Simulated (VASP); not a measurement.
# A VASP study of GaN (r2SCAN): structure first, properties next, part 2 of 3

How well does r2SCAN reproduce what experiment finds for GaN? The cell is relaxed first, and properties follow on it. The start is a cell from a database of measured crystal structures.

VASP 6.6.1, plane waves and PAW; the level of theory is named at each step.

So far, least gap on mesh and path (eV): step 5 (bands along the symmetry lines (r2SCAN)) 2.30. The relaxed cell has a = 3.189, c = 5.194 Å (conventional setting).

The database entry behind the starting cell differs from later determinations by our own check (about 0.3 % short, ideal inner coordinate), so it need not match the best structure at ambient conditions.

**6. Total and projected DOS (r2SCAN)**

A density of states needs more k-points than a total energy; ISMEAR = -5 takes tetrahedra, and LORBIT projects the states on the PAW spheres. The mesh is finer than in the run before.

Input file INCAR:

```
SYSTEM = GaN
PREC = Accurate
ENCUT = 520
EDIFF = 1E-06
NELM = 100
ISMEAR = -5
SIGMA = 0.05
LREAL = .FALSE.
ALGO = Normal
METAGGA = R2SCAN
LASPH = .TRUE.
NBANDS = 32
LORBIT = 11
LWAVE = .FALSE.
LCHARG = .FALSE.
KPAR = 4
NEDOS = 2001
```

Input file POSCAR:

```
GaN
1.0
    3.1888555310      0.0000000000      0.0000000000
   -1.5944277655      2.7616298988      0.0000000000
    0.0000000000      0.0000000000      5.1940668973
Ga N
2 2
Direct
    0.3333333333      0.6666666667      0.9991932276
    0.6666666667      0.3333333333      0.4991932276
    0.3333333333      0.6666666667      0.3758067724
    0.6666666667      0.3333333333      0.8758067724
```

Input file KPOINTS:

```
Automatic mesh
0
Gamma
10 10 6
0 0 0
```

Potentials, in the order of the species: Ga_d and N (PBE family, release 64).

The run is started by

```bash
$ mpirun -np 4 vasp_std
```

Run time: 47 s. Hardware: 4 MPI ranks of Intel Xeon 6975P-C (Granite Rapids), shared host; peak memory 0.82 GiB; 2.8 min of CPU time.

Numbers from this step:

| Quantity | Value |
| --- | --- |
| irreducible k-points | 56 |
| Fermi energy | 5.048 eV |
| pressure | -0.05319 GPa |

The density of states has structure finer than the step of the table below, so its rows give means over 0.5 eV, whole bins alone (the curve runs from -12.0 to 10.2 eV). Peaks (eV: height): total -11.87: 3.71, -6.05: 3.17, -1.59: 4.09, 8.79: 4.33; N p -6.05: 0.902, -1.59: 2.07, 8.79: 1.20; Ga p -4.13: 0.258, -1.59: 0.615, 5.97: 0.349, 8.79: 0.478; Ga d -11.87: 2.13, -1.59: 0.269, 8.79: 0.308; Ga s -6.05: 1.00, 6.06: 0.298, 8.79: 0.869.

States under -12.0 eV and over 10.2 eV are left out. The density of states by energy, zero at the valence-band top; means over each step; values in states/eV/cell:

| energy (eV) | total | N p | Ga p | Ga d | Ga s | N s |
| --- | --- | --- | --- | --- | --- | --- |
| -11.5 | 0.176 | 3.5e-4 | 0.00814 | 0.101 | 0.00106 | 0.0469 |
| -11.0 | 0 | 0 | 0 | 0 | 0 | 0 |
| -10.5 | 0 | 0 | 0 | 0 | 0 | 0 |
| -10.0 | 0 | 0 | 0 | 0 | 0 | 0 |
| -9.5 | 0 | 0 | 0 | 0 | 0 | 0 |
| -9.0 | 0 | 0 | 0 | 0 | 0 | 0 |
| -8.5 | 0 | 0 | 0 | 0 | 0 | 0 |
| -8.0 | 0 | 0 | 0 | 0 | 0 | 0 |
| -7.5 | 0 | 0 | 0 | 0 | 0 | 0 |
| -7.0 | 0.0764 | 0.0205 | 0.00675 | 0.00137 | 0.0197 | 7.8e-4 |
| -6.5 | 1.44 | 0.398 | 0.0847 | 0.0382 | 0.436 | 0.0168 |
| -6.0 | 2.47 | 0.701 | 0.130 | 0.0778 | 0.761 | 0.0524 |
| -5.5 | 1.46 | 0.421 | 0.102 | 0.0684 | 0.363 | 0.0664 |
| -5.0 | 0.967 | 0.288 | 0.0884 | 0.0547 | 0.182 | 0.0566 |
| -4.5 | 0.941 | 0.306 | 0.122 | 0.0477 | 0.118 | 0.0401 |
| -4.0 | 1.44 | 0.509 | 0.217 | 0.0694 | 0.132 | 0.0395 |
| -3.5 | 1.52 | 0.580 | 0.246 | 0.0761 | 0.0963 | 0.0331 |
| -3.0 | 1.96 | 0.810 | 0.335 | 0.0967 | 0.0827 | 0.0282 |
| -2.5 | 2.24 | 0.993 | 0.375 | 0.122 | 0.0654 | 0.0225 |
| -2.0 | 2.75 | 1.31 | 0.430 | 0.174 | 0.0519 | 0.0182 |
| -1.5 | 3.47 | 1.77 | 0.504 | 0.244 | 0.0351 | 0.0138 |
| -1.0 | 2.11 | 1.14 | 0.254 | 0.186 | 0.0124 | 0.00623 |
| -0.5 | 1.04 | 0.594 | 0.0920 | 0.112 | 0.00166 | 9.7e-4 |
| 0.0 | 0.170 | 0.102 | 0.0104 | 0.0211 | 3.5e-5 | 3.5e-5 |
| 0.5 | 0 | 0 | 0 | 0 | 0 | 0 |
| 1.0 | 0 | 0 | 0 | 0 | 0 | 0 |
| 1.5 | 0 | 0 | 0 | 0 | 0 | 0 |
| 2.0 | 0 | 0 | 0 | 0 | 0 | 0 |
| 2.5 | 0.00377 | 3.9e-4 | 5.9e-6 | 0 | 8.5e-4 | 0.00105 |
| 3.0 | 0.0320 | 0.00418 | 7.9e-4 | 9.4e-5 | 0.00660 | 0.00871 |
| 3.5 | 0.0774 | 0.0133 | 0.00290 | 6.6e-4 | 0.0143 | 0.0187 |
| 4.0 | 0.137 | 0.0262 | 0.00715 | 0.00117 | 0.0235 | 0.0303 |
| 4.5 | 0.273 | 0.0509 | 0.0225 | 0.00326 | 0.0435 | 0.0520 |
| 5.0 | 1.10 | 0.131 | 0.142 | 0.0435 | 0.173 | 0.154 |
| 5.5 | 1.61 | 0.196 | 0.223 | 0.0823 | 0.246 | 0.187 |
| 6.0 | 2.09 | 0.257 | 0.302 | 0.155 | 0.275 | 0.168 |
| 6.5 | 1.54 | 0.216 | 0.207 | 0.103 | 0.270 | 0.114 |
| 7.0 | 1.12 | 0.201 | 0.131 | 0.0775 | 0.190 | 0.0667 |
| 7.5 | 0.830 | 0.193 | 0.0787 | 0.0606 | 0.146 | 0.0323 |
| 8.0 | 1.95 | 0.434 | 0.226 | 0.153 | 0.384 | 0.0411 |
| 8.5 | 2.90 | 0.682 | 0.359 | 0.225 | 0.609 | 0.0336 |
| 9.0 | 2.02 | 0.552 | 0.263 | 0.135 | 0.369 | 0.0145 |
| 9.5 | 0.529 | 0.129 | 0.110 | 0.0335 | 0.0534 | 0.00391 |

The gap on this mesh is 2.30 eV. In the top eV of the valence band the largest shares in the PAW spheres are N p 57 %, Ga d 10 % and Ga p 10 %; in the lowest eV of the conduction band, N s 27 %, Ga s 21 % and N p 13 %. The rest lies in smaller channels or between the spheres.

**7. Zone-centre phonons (r2SCAN)**

Zone-centre modes test whether the atoms sit at a minimum within this cell. IBRION = 6 takes the force constants from differences of forces between displaced cells, so the forces must be tight.

Input file INCAR:

```
SYSTEM = GaN
PREC = Accurate
ENCUT = 520
EDIFF = 1E-08
NELM = 100
ISMEAR = 0
SIGMA = 0.05
LREAL = .FALSE.
ALGO = Normal
METAGGA = R2SCAN
LASPH = .TRUE.
NBANDS = 24
LORBIT = 11
LWAVE = .FALSE.
LCHARG = .FALSE.
KPAR = 4
IBRION = 6
NFREE = 2
POTIM = 0.015
ISIF = 2
NSW = 1
```

POSCAR is that of step 6.

Input file KPOINTS:

```
Automatic mesh
0
Gamma
16 16 9
0 0 0
```

The run is started by

```bash
$ mpirun -np 4 vasp_std
```

Run time: 31 min. Hardware: 4 MPI ranks; peak memory 6.5 GiB.

The last energy, forces, stress and levels in OUTCAR belong to the last displaced cell, not to the cell of POSCAR.

Numbers from this step:

| Quantity | Value |
| --- | --- |
| bands | 24 |
| irreducible k-points | 150 |
| pressure of the cell | -0.01881 GPa |
| largest force of the cell | 0.003523 eV/Å |

Transverse limit, no LO-TO splitting. Modes at Γ, with each element's share of the kinetic energy (negative means imaginary):

| mode | frequency (cm⁻¹) | symmetry | Ga % | N % |
| --- | --- | --- | --- | --- |
| 1 | -7.5 | acoustic | 84 | 16 |
| 2 | -0.6 | acoustic | 83 | 17 |
| 3 | -0.6 | acoustic | 83 | 17 |
| 4 | 139.4 | E2 | 88 | 12 |
| 5 | 139.4 | E2 | 88 | 12 |
| 6 | 325.4 | B | 100 | 0 |
| 7 | 531.1 | A1 | 16 | 84 |
| 8 | 554.0 | E1 | 17 | 83 |
| 9 | 554.0 | E1 | 17 | 83 |
| 10 | 564.3 | E2 | 12 | 88 |
| 11 | 564.3 | E2 | 12 | 88 |
| 12 | 695.4 | B | 0 | 100 |

Displacements in mode 4 (139.4 cm⁻¹), the largest set to 1:
```
Ga1  0.00 -1.00  0.00
Ga2  0.00  1.00  0.00
N3   0.00  0.81  0.00
N4   0.00 -0.81  0.00
```

Displacements in mode 6 (325.4 cm⁻¹), the largest set to 1:
```
Ga1  0.00  0.00  1.00
Ga2  0.00  0.00 -1.00
N3   0.00  0.00  0.10
N4   0.00  0.00 -0.10
```

The three acoustic modes lie within 7.5 cm⁻¹ of zero, and all others are real. By the characters of their eigenvectors the optical modes sort into (cm⁻¹) Raman active: E2 139, A1 531, E1 554, E2 564; infrared active: A1 531, E1 554; silent: B 325, B 695. B labels carry no number here, since it depends on the setting of the axes.

**8. Optical spectrum (r2SCAN)**

LOPTICS sums transitions from filled to empty bands. NBANDS is raised for it.

Input file INCAR:

```
SYSTEM = GaN
PREC = Accurate
ENCUT = 520
EDIFF = 1E-06
NELM = 100
ISMEAR = 0
SIGMA = 0.05
LREAL = .FALSE.
ALGO = Normal
METAGGA = R2SCAN
LASPH = .TRUE.
NBANDS = 50
LORBIT = 11
LWAVE = .FALSE.
LCHARG = .FALSE.
KPAR = 4
LOPTICS = .TRUE.
NEDOS = 1500
CSHIFT = 0.1
```

POSCAR is that of step 7.

Input file KPOINTS:

```
Automatic mesh
0
Gamma
10 10 6
0 0 0
```

The run is started by

```bash
$ mpirun -np 4 vasp_std
```

Wall time 64 s (4 MPI ranks); peak memory 1.2 GiB.

These are independent-particle spectra without excitons or local fields, and fine structure depends on the mesh and on CSHIFT.

This step gave:

| Property | Result |
| --- | --- |
| SCF cycles | 15 |
| bands | 50 |
| irreducible k-points | 56 |
| Fermi energy | 5.281 eV |
| pressure | -0.004282 GPa |

The imaginary dielectric function has structure finer than the step of the table below, so its rows give means over 1 eV, whole bins alone (the curve runs from 0 to 25.0 eV). Peaks (eV: height): xx 3.7: 2.07, 4.8: 2.71, 5.9: 5.15, 7.0: 9.15, 8.1: 7.52, 9.6: 7.42, 12.0: 6.94; zz 6.5: 9.16, 7.1: 8.88, 7.4: 9.00, 8.3: 7.17, 8.7: 6.79, 10.3: 5.97, 11.4: 9.31.

The imaginary dielectric function by photon energy; means over each step:

| photon energy (eV) | xx | zz |
| --- | --- | --- |
| 1 | 0.0258 | 0.0274 |
| 2 | 0.323 | 0.340 |
| 3 | 0.829 | 1.01 |
| 4 | 1.25 | 1.30 |
| 5 | 1.74 | 1.96 |
| 6 | 4.16 | 5.30 |
| 7 | 6.21 | 7.02 |
| 8 | 6.60 | 6.42 |
| 9 | 5.93 | 4.27 |
| 10 | 5.88 | 5.02 |
| 11 | 4.72 | 5.73 |
| 12 | 6.05 | 6.62 |
| 13 | 3.72 | 3.32 |
| 14 | 2.01 | 1.72 |
| 15 | 1.69 | 1.68 |
| 16 | 1.06 | 1.25 |
| 17 | 0.807 | 0.893 |
| 18 | 0.833 | 0.647 |
| 19 | 0.648 | 0.581 |
| 20 | 0.591 | 0.588 |
| 21 | 0.470 | 0.545 |
| 22 | 0.499 | 0.497 |
| 23 | 0.406 | 0.421 |
| 24 | 0.465 | 0.479 |

The real dielectric function by photon energy:

| photon energy (eV) | xx | zz |
| --- | --- | --- |
| 0.0 | 5.29 | 5.43 |
| 0.5 | 5.32 | 5.46 |
| 1.0 | 5.40 | 5.55 |
| 1.5 | 5.57 | 5.73 |
| 2.0 | 5.96 | 6.13 |
| 2.5 | 5.64 | 5.72 |
| 3.0 | 6.75 | 7.24 |
| 3.5 | 6.42 | 5.90 |
| 4.0 | 5.63 | 5.86 |
| 4.5 | 6.84 | 7.17 |
| 5.0 | 5.88 | 6.25 |
| 5.5 | 8.30 | 8.37 |
| 6.0 | 7.02 | 8.29 |
| 6.5 | 7.15 | 5.34 |
| 7.0 | 5.57 | 6.91 |
| 7.5 | 4.81 | 1.15 |
| 8.0 | 3.97 | 2.70 |
| 8.5 | 2.38 | 0.961 |
| 9.0 | 2.66 | 0.243 |
| 9.5 | 1.97 | 3.09 |
| 10.0 | -0.0608 | 2.89 |
| 10.5 | -0.0766 | 0.715 |
| 11.0 | 1.56 | 3.67 |
| 11.5 | 0.820 | -0.378 |
| 12.0 | -0.461 | -1.02 |
| 12.5 | -1.98 | -3.04 |
| 13.0 | -2.56 | -2.87 |
| 13.5 | -2.44 | -2.42 |
| 14.0 | -1.35 | -1.41 |
| 14.5 | -1.20 | -0.791 |
| 15.0 | -1.42 | -1.16 |
| 15.5 | -1.39 | -1.08 |
| 16.0 | -0.912 | -1.02 |
| 16.5 | -0.763 | -0.793 |
| 17.0 | -0.659 | -0.900 |
| 17.5 | -0.180 | -0.557 |
| 18.0 | -0.423 | -0.261 |
| 18.5 | -0.321 | -0.267 |
| 19.0 | -0.171 | -0.0592 |
| 19.5 | -0.0683 | -0.0178 |
| 20.0 | -0.0632 | -0.00162 |
| 20.5 | -0.0421 | 0.0251 |
| 21.0 | 0.0560 | 0.112 |
| 21.5 | 0.171 | 0.0740 |
| 22.0 | 0.216 | 0.252 |
| 22.5 | 0.154 | 0.215 |
| 23.0 | 0.294 | 0.198 |
| 23.5 | 0.362 | 0.412 |
| 24.0 | 0.350 | 0.392 |
| 24.5 | 0.330 | 0.355 |

The mean of ε2 over directions passes 5 % of its top at 2.19 eV, against a least direct gap of 2.30 eV on this mesh; what lies under the gap is the tail of the broadening by CSHIFT.

**9. Band structure (r2SCAN + SOC)**

This step: r2SCAN, spin-orbit coupling; plane waves and PAW (Ga_d, N) (VASP 6.6.1).

The mesh alone shows little of the dispersion and can miss band extrema, so KPOINTS_OPT adds a path through the symmetry points after the self-consistent cycle. Spin-orbit coupling needs spinors and the noncollinear program, where each band holds one electron.

Edit INCAR of step 8 so:

```diff
@@ -11,3 +11,7 @@
 LASPH = .TRUE.
-NBANDS = 50
+LNONCOLLINEAR = .TRUE.
+MAGMOM = 0 0 0 0 0 0 0 0 0 0 0 0
+NBANDS = 48
+GGA_COMPAT = .FALSE.
+LSORBIT = .TRUE.
 LORBIT = 11
@@ -16,4 +20 @@
 KPAR = 4
-LOPTICS = .TRUE.
-NEDOS = 1500
-CSHIFT = 0.1
```

POSCAR is that of step 8.

Input file KPOINTS:

```
Automatic mesh
0
Gamma
6 6 3
0 0 0
```

Input file KPOINTS_OPT:

```
Line mode
16
Line-mode
Reciprocal
  0.00000000   0.00000000   0.00000000 GAMMA
  0.50000000   0.00000000   0.00000000 M

  0.50000000   0.00000000   0.00000000 M
  0.33333333   0.33333333   0.00000000 K

  0.33333333   0.33333333   0.00000000 K
  0.00000000   0.00000000   0.00000000 GAMMA

  0.00000000   0.00000000   0.00000000 GAMMA
  0.00000000   0.00000000   0.50000000 A

  0.00000000   0.00000000   0.50000000 A
  0.50000000   0.00000000   0.50000000 L

  0.50000000   0.00000000   0.50000000 L
  0.33333333   0.33333333   0.50000000 H

  0.33333333   0.33333333   0.50000000 H
  0.00000000   0.00000000   0.50000000 A

  0.50000000   0.00000000   0.50000000 L
  0.50000000   0.00000000   0.00000000 M

  0.33333333   0.33333333   0.00000000 K
  0.33333333   0.33333333   0.50000000 H
```

The run is started by

```bash
$ mpirun -np 4 vasp_ncl
```

It took 5.9 min on 4 MPI ranks; peak memory 1.4 GiB.

Numbers from this step:

```yaml
bands: 48
irreducible_k_points: 21
free_energy_toten: -43.83 eV
fermi_energy: 5.285 eV
pressure: -0.08721 GPa
least_gap_on_mesh_and_path: 2.299 eV
least_direct_gap_on_mesh_and_path: 2.299 eV
```

On-site spin-orbit energy by atom:

| atom | on-site spin-orbit energy (eV) |
| --- | --- |
| Ga1 | -0.0102 |
| Ga2 | -0.0102 |
| N3 | -0.0001 |
| N4 | -0.0001 |

The electronic bands at the labelled points (eV, zero at the valence-band top; v1 is the highest filled band, c1 the lowest empty one):

| point | v4 | v3 | v2 | v1 | c1 | c2 | c3 | c4 |
| --- | --- | --- | --- | --- | --- | --- | --- | --- |
| Γ | 0.00 | 0.00 | 0.00 | 0.00 | 2.30 | 2.30 | 4.77 | 4.77 |
| 0.53 of the way | -0.84 | -0.81 | -0.57 | -0.56 | 4.88 | 4.90 | 6.47 | 6.47 |
| M | -2.23 | -2.23 | -1.03 | -1.03 | 5.56 | 5.56 | 6.08 | 6.08 |
| 0.47 of the way | -2.38 | -2.37 | -1.84 | -1.84 | 6.10 | 6.10 | 6.99 | 7.01 |
| K | -3.03 | -3.01 | -2.78 | -2.78 | 5.59 | 5.59 | 8.46 | 8.46 |
| 0.47 of the way | -1.19 | -1.19 | -1.05 | -1.02 | 5.65 | 5.67 | 7.42 | 7.42 |
| Γ | 0.00 | 0.00 | 0.00 | 0.00 | 2.30 | 2.30 | 4.77 | 4.77 |
| 0.47 of the way | -0.15 | -0.15 | -0.14 | -0.14 | 3.40 | 3.40 | 4.87 | 4.87 |
| A | -0.54 | -0.54 | -0.54 | -0.54 | 4.72 | 4.72 | 4.72 | 4.72 |
| 0.47 of the way | -1.25 | -1.25 | -1.25 | -1.25 | 5.77 | 5.77 | 5.78 | 5.78 |
| L | -1.94 | -1.94 | -1.94 | -1.94 | 4.87 | 4.87 | 4.87 | 4.87 |
| 0.53 of the way | -1.63 | -1.63 | -1.61 | -1.61 | 5.94 | 5.94 | 5.96 | 5.96 |
| H | -1.52 | -1.52 | -1.52 | -1.52 | 6.96 | 6.96 | 6.99 | 6.99 |
| 0.47 of the way | -1.90 | -1.90 | -1.87 | -1.87 | 6.17 | 6.17 | 6.20 | 6.20 |
| A | -0.54 | -0.54 | -0.54 | -0.54 | 4.72 | 4.72 | 4.72 | 4.72 |
| jump to L | -1.94 | -1.94 | -1.94 | -1.94 | 4.87 | 4.87 | 4.87 | 4.87 |
| 0.47 of the way | -1.69 | -1.69 | -1.37 | -1.37 | 4.71 | 4.71 | 5.58 | 5.58 |
| M | -2.23 | -2.23 | -1.03 | -1.03 | 5.56 | 5.56 | 6.08 | 6.08 |
| jump to K | -3.03 | -3.01 | -2.78 | -2.78 | 5.59 | 5.59 | 8.46 | 8.46 |
| 0.47 of the way | -2.34 | -2.31 | -2.31 | -2.29 | 6.27 | 6.27 | 7.85 | 7.85 |
| H | -1.52 | -1.52 | -1.52 | -1.52 | 6.96 | 6.96 | 6.99 | 6.99 |

Of the projections kept (Ga, N), the largest for each band there; the rest of the weight can lie on other orbitals:

| point | v4 | v3 | v2 | v1 | c1 | c2 | c3 | c4 |
| --- | --- | --- | --- | --- | --- | --- | --- | --- |
| Γ | N 0.77 | N 0.77 | N 0.78 | N 0.78 | N 0.57 | N 0.57 | Ga 0.72 | Ga 0.72 |
| M | N 0.64 | N 0.64 | N 0.73 | N 0.73 | Ga 0.89 | Ga 0.89 | Ga 0.61 | Ga 0.61 |
| K | N 0.62 | N 0.62 | N 0.64 | N 0.64 | Ga 0.90 | Ga 0.90 | N 0.54 | N 0.55 |
| Γ | N 0.77 | N 0.77 | N 0.78 | N 0.78 | N 0.57 | N 0.57 | Ga 0.72 | Ga 0.72 |
| A | N 0.74 | N 0.74 | N 0.74 | N 0.74 | N 0.53 | N 0.53 | N 0.53 | N 0.53 |
| L | N 0.68 | N 0.68 | N 0.68 | N 0.68 | Ga 0.75 | Ga 0.75 | Ga 0.75 | Ga 0.75 |

The gap moves by -0.00 eV against r2SCAN, which ran on another mesh.

The path shows a direct gap of 2.30 eV (valence top at Γ, conduction bottom at Γ).

**10. Starting orbitals for the hybrid**

This step: r2SCAN; plane waves and PAW (Ga_d, N) (VASP 6.6.1).

A hybrid converges badly from random orbitals, so a cheap semilocal run writes a WAVECAR on the same mesh first.

Input file INCAR:

```
SYSTEM = GaN
PREC = Accurate
ENCUT = 520
EDIFF = 1E-05
NELM = 100
ISMEAR = 0
SIGMA = 0.05
LREAL = .FALSE.
ALGO = Normal
METAGGA = R2SCAN
LASPH = .TRUE.
NBANDS = 24
LORBIT = 11
LWAVE = .TRUE.
LCHARG = .FALSE.
KPAR = 4
```

POSCAR is that of step 9.

Input file KPOINTS:

```
Automatic mesh
0
Gamma
5 5 3
0 0 0
```

The run is started by

```bash
$ mpirun -np 4 vasp_std
```

Run time: 12 s. Hardware: 4 MPI ranks; peak memory 0.63 GiB.

This step gave:

* SCF cycles: 12
* bands: 24
* irreducible k-points: 10
* free energy (TOTEN): -43.81 eV
* Fermi energy: 5.281 eV
* pressure: 0.2983 GPa
* gap on the k-mesh: 2.299 eV
* least direct gap on the k-mesh: 2.299 eV

The run ends at a pressure of 0.30 GPa, with forces up to 0.0024 eV/Å.

**11. Bands along the symmetry lines (HSE06)**

This step: HSE06; plane waves and PAW (Ga_d, N) (VASP 6.6.1).

HSE06 mixes in a quarter of exact exchange at short range, at far higher cost; in semiconductors this cures much of the gap error, while metals seldom gain.

Input file INCAR:

```
SYSTEM = GaN
PREC = Accurate
ENCUT = 520
EDIFF = 1E-06
NELM = 100
ISMEAR = 0
SIGMA = 0.05
LREAL = .FALSE.
ALGO = Normal
LHFCALC = .TRUE.
AEXX = 0.25
GGA = PE
HFSCREEN = 0.2
LASPH = .TRUE.
NBANDS = 24
PRECFOCK = Fast
LORBIT = 11
LWAVE = .FALSE.
LCHARG = .FALSE.
KPAR = 4
```

POSCAR is that of step 10.

KPOINTS is that of step 10.

Edit KPOINTS_OPT of step 9 so:

```diff
@@ -1,3 +1,3 @@
 Line mode
-16
+6
 Line-mode
```

The WAVECAR or CHGCAR of an earlier step is read.

The run is started by

```bash
$ mpirun -np 4 vasp_std
```

Run time: 16 min. Hardware: 4 MPI ranks; peak memory 1.2 GiB.

This step gave:

```yaml
scf_cycles: 6
free_energy_toten: -29.57 eV
fermi_energy: 4.773 eV
least_gap_on_mesh_and_path: 3.198 eV
least_direct_gap_on_mesh_and_path: 3.198 eV
```

(Continued in part 3 of 3.)

[Lines on the potential files, build, host, timing and source positions are cut from VASP's logs without a mark.]

[Logs are printed without paths, hosts, clocks, repeated set-up lines and the standing remarks that a program may print on its own settings, such as how far it seeks lower states.]

[Hosts, paths, dates, database ids (printed as entryN), source tags and the programs' standing remarks are cut or masked in the printed files.]

[A measured line is paired with the nearest computed mode of its activity, which favours agreement.]
